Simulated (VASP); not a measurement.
The system is CaO.

```
Ca O
1.0
     0.00000    2.40750    2.40750
     2.40750    0.00000    2.40750
     2.40750    2.40750    0.00000
Ca O
1 1
Direct
  0.00000 0.00000 0.00000
  0.50000 0.50000 0.50000
```

The cell was built by a generator and isn't the measured one.

Base run:

| Quantity | Value |
| --- | --- |
| Program | VASP 6.6.1 |
| Functional | PBE0 |
| Potentials or basis | VASP PAW PBE potentials, release 64 (Ca_sv, O) |
| Cutoff | 520 eV |
| k mesh | 8 × 8 × 8 |
| Occupations | fermi-dirac, width 0.05 eV |
| Spin | no spin polarisation |

Its results: band gap on the k mesh 6.04 eV, indirect (least direct gap 6.47 eV).

Problem. The run is repeated on the same cell with these changes: functional from PBE0 to TB-mBJ. What comes out?

Solution. Band gap on the k mesh 5.26 eV, indirect (least direct gap 5.57 eV).

A k mesh can miss the band edges.
